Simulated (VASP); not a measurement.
**TaAs (relaxed from the CrB structure, space group Cmcm): computed properties**

All values below come from r2SCAN meta-GGA, VASP's PBE PAW potentials (set 64) (plane waves; VASP).

```yaml
space_group: Cmcm (63)
cell: a = 3.3469 Å, b = 9.5810 Å, c = 4.4509 Å, α = 90.00°, β = 90.00°, γ = 90.00°
volume_per_atom: 17.84 Å³/atom
band gap (over mesh and band path): none (metal, semimetal or under 0.01 eV)
density: 11.91 g/cm³
```

```cif
data_As2Ta2
_chemical_formula_sum 'As2 Ta2'
_space_group_name_H-M_alt 'P 1'
_space_group_IT_number 1
_cell_length_a 5.07437
_cell_length_b 5.07437
_cell_length_c 4.45088
_cell_angle_alpha 90.000
_cell_angle_beta 90.000
_cell_angle_gamma 141.488
loop_
_space_group_symop_operation_xyz
  'x, y, z'
loop_
_atom_site_label
_atom_site_type_symbol
_atom_site_fract_x
_atom_site_fract_y
_atom_site_fract_z
_atom_site_occupancy
As1 As 0.62256 0.37744 0.25000 1
As2 As 0.37744 0.62256 0.75000 1
Ta1 Ta 0.91009 0.08991 0.25000 1
Ta2 Ta 0.08991 0.91009 0.75000 1
```

Unless said otherwise, spin-orbit coupling is left out, though it shifts the bands of the heavy elements here.

The structure was generated: TaAs was put into the CrB type (Cmcm), which need not be its known phase. It was relaxed first, which changed the volume by -32 %. Symmetry was kept, so distortions that lower it aren't found.
